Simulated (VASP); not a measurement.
Computed with PBE GGA with D3 dispersion (Becke-Johnson damping), VASP's PBE PAW potentials (set 64) (plane waves; VASP 6.6.1).

Input for VASP

File KPOINTS:
```
Regular mesh
0
Gamma
 8 8 8
```

**INCAR**
```
ALGO  =  Normal
EDIFF  =  1E-7
ENCUT  =  520
GGA  =  PE
ISIF  =  2
ISMEAR  =  -5
ISPIN  =  2
IVDW  =  12
LASPH  =  T
LCHARG  =  T
LEFG  =  T
LMAXMIX  =  4
LORBIT  =  11
LREAL  =  F
LWAVE  =  F
MAGMOM  =  4.1 -4.1 0.0 0.0
NEDOS  =  601
NELM  =  100
PREC  =  Accurate
SYSTEM  =  MnS
```

**POSCAR**
```
MnS
1
    5.0279689644     2.5034800159     2.5034800159
    2.5034800159     5.0279689644     2.5034800159
    2.5034800159     2.5034800159     5.0279689644
Mn S
2 2
Direct
  1.0000000000   1.0000000000   0.0000000000
  0.5000000000   0.5000000000   0.5000000000
  0.2500000000   0.2500000000   0.2500000000
  0.7500000000   0.7500000000   0.7500000000
```

POTCAR, in this order: Mn_pv S (PBE.64 set). Program: vasp_std.

Output of the run:

OSZICAR:
```
       N       E                     dE             d eps       ncg     rms          rms(c)
DAV:   1     0.386777095141E+03    0.38678E+03   -0.21543E+04  6332   0.182E+03
DAV:   2     0.492931657101E+01   -0.38185E+03   -0.37656E+03  6022   0.493E+02
DAV:   3    -0.294571135359E+02   -0.34386E+02   -0.34022E+02  8506   0.137E+02
DAV:   4    -0.305181352108E+02   -0.10610E+01   -0.10599E+01  6904   0.226E+01
DAV:   5    -0.305423990148E+02   -0.24264E-01   -0.24259E-01  7427   0.390E+00    0.175E+01
DAV:   6    -0.284675342932E+02    0.20749E+01   -0.27544E+01  7815   0.493E+01    0.159E+01
DAV:   7    -0.283807836352E+02    0.86751E-01   -0.27942E+00  7401   0.198E+01    0.917E+00
DAV:   8    -0.283986417725E+02   -0.17858E-01   -0.32573E-01  7957   0.505E+00    0.439E+00
DAV:   9    -0.283849733116E+02    0.13668E-01   -0.63268E-02  7985   0.245E+00    0.354E-01
DAV:  10    -0.283871935799E+02   -0.22203E-02   -0.12500E-02  7508   0.739E-01    0.210E-01
DAV:  11    -0.283872727811E+02   -0.79201E-04   -0.87393E-04  6952   0.244E-01    0.129E-01
DAV:  12    -0.283873170647E+02   -0.44284E-04   -0.26532E-04  7503   0.944E-02    0.974E-02
DAV:  13    -0.283873439125E+02   -0.26848E-04   -0.21376E-05  6508   0.371E-02    0.513E-02
DAV:  14    -0.283873498311E+02   -0.59186E-05   -0.13605E-05  6568   0.324E-02    0.117E-02
DAV:  15    -0.283873509327E+02   -0.11016E-05   -0.81028E-07  7348   0.892E-03    0.344E-03
DAV:  16    -0.283873509813E+02   -0.48591E-07   -0.12116E-07  4935   0.243E-03
   1 F= -.30195820E+02 E0= -.30195820E+02  d E =0.000000E+00  mag=    -0.0000
```

### OUTCAR
```
------------------------ aborting loop because EDIFF is reached ----------------------------------------
 Edisp (eV)   -1.80847
  FORCE on cell =-STRESS in cart. coord.  units (eV):
  Direction    XX          YY          ZZ          XY          YZ          ZX
  --------------------------------------------------------------------------------------
  Total       0.05160     0.05160     0.05160    -0.04949    -0.04949    -0.04949
  in kB       1.29267     1.29267     1.29267    -1.23979    -1.23979    -1.23979
  external pressure =        1.29 kB  Pullay stress =        0.00 kB
  volume of cell :       63.95
      direct lattice vectors                 reciprocal lattice vectors
     5.027968964  2.503480016  2.503480016     0.297297160 -0.098822617 -0.098822617
     2.503480016  5.027968964  2.503480016    -0.098822617  0.297297160 -0.098822617
     2.503480016  2.503480016  5.027968964    -0.098822617 -0.098822617  0.297297160
 POSITION                                       TOTAL-FORCE (eV/Angst)
 -----------------------------------------------------------------------------------
      0.00000      0.00000      0.00000        -0.000000      0.000000      0.000000
      5.01746      5.01746      5.01746         0.000000     -0.000000      0.000000
      2.50873      2.50873      2.50873         0.000000      0.000000     -0.000000
      7.52620      7.52620      7.52620        -0.000000     -0.000000     -0.000000
 -----------------------------------------------------------------------------------
    total drift:                                0.000000     -0.000000     -0.000000
  FREE ENERGIE OF THE ION-ELECTRON SYSTEM (eV)
  ---------------------------------------------------
  free  energy   TOTEN  =       -30.1958200964 eV

  energy  without entropy=      -30.1958200964  energy(sigma->0) =      -30.19582010

 total charge

# of ion       s       p       d       tot
------------------------------------------
    1        0.228   6.191   4.993  11.412
    2        0.228   6.191   4.993  11.412
    3        1.326   2.438   0.000   3.763
    4        1.326   2.438   0.000   3.763
--------------------------------------------------
tot          3.107  17.257   9.987  30.352

 magnetization (x)

# of ion       s       p       d       tot
------------------------------------------
    1        0.015   0.015   4.037   4.068
    2       -0.015  -0.015  -4.037  -4.068
    3        0.000   0.000   0.000   0.000
    4        0.000   0.000   0.000   0.000
--------------------------------------------------
tot          0.000   0.000   0.000   0.000

 Electric field gradients after diagonalization (V/A^2)
 (convention: |V_zz| > |V_xx| > |V_yy|)
----------------------------------------------------------------------
 ion       V_xx      V_yy      V_zz     asymmetry (V_yy - V_xx)/ V_zz
----------------------------------------------------------------------
   1       1.539     1.539    -3.077       0.000
   2       1.539     1.539    -3.077       0.000
   3       2.196     2.196    -4.392       0.000
   4       2.196     2.196    -4.392       0.000
```
(Selected blocks of OUTCAR.)

The compound is MnS in the rock salt, AFM-II order structure. It was relaxed first, which changed the volume by -10 %.
